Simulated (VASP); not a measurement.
A convergence study with VASP on SiO₂ (rutile): one setting is varied, all else stays as given below, so the limit is that of these other settings.

```xyz
6
Lattice="4.1800 0.0000 0.0000 0.0000 4.1800 0.0000 0.0000 0.0000 2.6700" Properties=species:S:1:pos:R:3 pbc="T T T"
Si     0.0000     0.0000     0.0000
Si     2.0900     2.0900     1.3350
O      1.2791     1.2791     0.0000
O      3.3691     0.8109     1.3350
O      0.8109     3.3691     1.3350
O      2.9009     2.9009     0.0000
```

Method: PBE GGA, VASP's PBE PAW potentials (set 64) (plane waves; VASP 6.6.1). The tightest run used: 700 eV cut-off, 9×9×13 Monkhorst-Pack mesh, Gaussian smearing of 0.050 eV, potentials Si O.

### Question
The settings run are 1×1×1 mesh; 1×1×2 mesh; 2×2×3 mesh; 3×3×4 mesh; 3×3×5 mesh; 4×4×6 mesh; 5×5×7 mesh; 5×5×8 mesh; 6×6×9 mesh; 7×7×10 mesh; 7×7×11 mesh; 8×8×12 mesh; 9×9×13 mesh. From which on does the stress (every component) stay within 0.5 GPa of the tightest run?

### Answer
From 3×3×4 mesh on: it is off by 0.41 there and by no more than 0.5 in any finer run, while 2×2×3 mesh is off by 2.76.
```json
[
 {"setting": "1×1×1 mesh", "E (eV/atom)": "-5.6294", "pressure (GPa)": "32.06", "largest force (eV/Å)": "3.232", "irreducible k-points": "1", "difference judged (GPa)": "48.67"},
 {"setting": "1×1×2 mesh", "E (eV/atom)": "-8.0057", "pressure (GPa)": "2.46", "largest force (eV/Å)": "0.329", "irreducible k-points": "1", "difference judged (GPa)": "10.34"},
 {"setting": "2×2×3 mesh", "E (eV/atom)": "-7.7023", "pressure (GPa)": "10.05", "largest force (eV/Å)": "0.136", "irreducible k-points": "2", "difference judged (GPa)": "2.76"},
 {"setting": "3×3×4 mesh", "E (eV/atom)": "-7.7185", "pressure (GPa)": "9.84", "largest force (eV/Å)": "0.104", "irreducible k-points": "6", "difference judged (GPa)": "0.41"},
 {"setting": "3×3×5 mesh", "E (eV/atom)": "-7.7158", "pressure (GPa)": "9.85", "largest force (eV/Å)": "0.103", "irreducible k-points": "9", "difference judged (GPa)": "0.05"},
 {"setting": "4×4×6 mesh", "E (eV/atom)": "-7.7164", "pressure (GPa)": "9.86", "largest force (eV/Å)": "0.103", "irreducible k-points": "9", "difference judged (GPa)": "0.01"},
 {"setting": "5×5×7 mesh", "E (eV/atom)": "-7.7163", "pressure (GPa)": "9.86", "largest force (eV/Å)": "0.103", "irreducible k-points": "24", "difference judged (GPa)": "0.00"},
 {"setting": "5×5×8 mesh", "E (eV/atom)": "-7.7163", "pressure (GPa)": "9.86", "largest force (eV/Å)": "0.103", "irreducible k-points": "24", "difference judged (GPa)": "0.00"},
 {"setting": "6×6×9 mesh", "E (eV/atom)": "-7.7163", "pressure (GPa)": "9.86", "largest force (eV/Å)": "0.103", "irreducible k-points": "30", "difference judged (GPa)": "0.00"},
 {"setting": "7×7×10 mesh", "E (eV/atom)": "-7.7163", "pressure (GPa)": "9.86", "largest force (eV/Å)": "0.103", "irreducible k-points": "50", "difference judged (GPa)": "0.00"},
 {"setting": "7×7×11 mesh", "E (eV/atom)": "-7.7163", "pressure (GPa)": "9.86", "largest force (eV/Å)": "0.103", "irreducible k-points": "60", "difference judged (GPa)": "0.00"},
 {"setting": "8×8×12 mesh", "E (eV/atom)": "-7.7163", "pressure (GPa)": "9.86", "largest force (eV/Å)": "0.103", "irreducible k-points": "60", "difference judged (GPa)": "0.00"},
 {"setting": "9×9×13 mesh", "E (eV/atom)": "-7.7163", "pressure (GPa)": "9.86", "largest force (eV/Å)": "0.103", "irreducible k-points": "105", "difference judged (GPa)": "0.00"}
]
```

Left out are rungs that failed or repeat a setting and relaxations that didn't move; long series are thinned to 24 rows.

The compound is SiO2 in the rutile structure, stishovite, a high-pressure form. The cell was not relaxed at this level, forces remain on its atoms.
